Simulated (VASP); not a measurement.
CoSi2 (fluorite) is relaxed at rising pressure, each step from the one before. Symmetry mostly holds the structure type, and other phases were not tried. The mesh follows the cell, and a change of mesh leaves a small step in the series.

Consider the following.

```xyz
3
Lattice="0.0000 2.6558 2.6558 2.6558 0.0000 2.6558 2.6558 2.6558 0.0000" Properties=species:S:1:pos:R:3 pbc="T T T"
Co     0.0000     0.0000     0.0000
Si     1.3279     1.3279     1.3279
Si     3.9837     3.9837     3.9837
```

Method: PBEsol GGA, VASP's PBE PAW potentials (set 64) (plane waves; VASP). Settings: 500 eV cut-off, 10×10×10 Γ-centred mesh, first-order Methfessel-Paxton smearing of 0.10 eV, potentials Co Si.

```tsv
P (GPa)	V (Å³/atom)	H − H(0) (eV/atom)	space group	gap on the mesh (eV)	k-mesh
0	12.49	0.000	Fm-3m	0.00	10×10×10
5	12.20	0.385	Fm-3m	0.00	10×10×10
10	?	?	Fm-3m	0.00	10×10×10
20	11.48	1.492	Fm-3m	0.00	10×10×10
30	?	?	Fm-3m	0.00	10×10×10
45	10.63	3.212	Fm-3m	0.00	11×11×11
```

### Question
Fill in the missing entries.

### Answer

- 10, V (Å³/atom): 11.94
- 10, H − H(0) (eV/atom): 0.762
- 30, V (Å³/atom): 11.11
- 30, H − H(0) (eV/atom): 2.197

Pressures at which the relaxation failed are left out.

The compound is CoSi2 in the fluorite structure. The run is not spin-polarised, so no magnetic state was tried. The electron count is odd and the run is not spin-polarised, which forces a metal.
